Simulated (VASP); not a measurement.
VASP input:

**INCAR**
```
# general
SYSTEM =TiS2
PREC   =Accurate
ENCUT  =520   # plane-wave cut-off (eV)
LREAL  =.FALSE.
LASPH  =.TRUE.

# electronic loop
EDIFF  =1E-6   # SCF stop (eV)
NELM   =100
ALGO   =Normal   # blocked Davidson
LMAXMIX=4

# smearing
ISMEAR =0   # Gaussian
SIGMA  =0.05

# functional
GGA    =RP

# ions
IBRION =2
NSW    =60   # most ionic steps
ISIF   =3
EDIFFG =-0.02   # ionic stop

# output
LWAVE  =.FALSE.
LCHARG =.FALSE.
```

File POSCAR:
```
TiS2
1.0
  1.7279826150  -2.9929540689   0.0000000000
  1.7279826150   2.9929540689   0.0000000000
  0.0000000000   0.0000000000   7.4841118630
Ti S
1 2
Cartesian
  3.4559652300   0.0000000000   0.0000000000
  1.7279826150   0.9976533516   1.4189420991
  1.7279826150  -0.9976533516   6.0651697639
```

KPOINTS:
```
Regular mesh
0
gamma
 7 7 3
```

POTCAR, in this order: Ti_sv S (PBE.64 set). Program: vasp_std.

Task: Write an equivalent input for Quantum ESPRESSO's pw.x.

Result: One equivalent input (not run):
```
&CONTROL
  calculation = 'vc-relax'
  pseudo_dir = './pseudo'
  outdir = './out'
  tprnfor = .true.
  tstress = .true.
  nstep = 60
  forc_conv_thr = 0.00078
/
&SYSTEM
  ibrav = 0
  nat = 3
  ntyp = 2
  ecutwfc = 84
  occupations = 'smearing'
  smearing = 'gaussian'
  degauss = 0.003675
  input_dft = 'rpbe'
/
&ELECTRONS
  conv_thr = 7.3e-08
  electron_maxstep = 100
/
&IONS
/
&CELL
/
ATOMIC_SPECIES
  Ti 47.867 Ti.upf
  S 32.060 S.upf
CELL_PARAMETERS angstrom
     1.7279826   -2.9929541   -0.0000000
     1.7279826    2.9929541    0.0000000
     0.0000000    0.0000000    7.4841119
ATOMIC_POSITIONS crystal
  Ti   1.0000000  1.0000000  0.0000000
  S    0.3333330  0.6666670  0.1895939
  S    0.6666670  0.3333330  0.8104061
K_POINTS automatic
  7 7 3 0 0 0
```
Limits of the translation: the potentials are each code's own (VASP's PAW set, PseudoDojo norm-conserving files in pw.x), so ENCUT and ecutwfc are chosen apart and not converted; conv_thr bounds pw.x's estimated SCF error, while EDIFF bounds the energy change between steps; forc_conv_thr acts on force components and is met together with etot_conv_thr.

The compound is TiS2 in the 1T layered structure. It was relaxed first, which changed the volume by +35 %. The start is the result of an earlier pass.
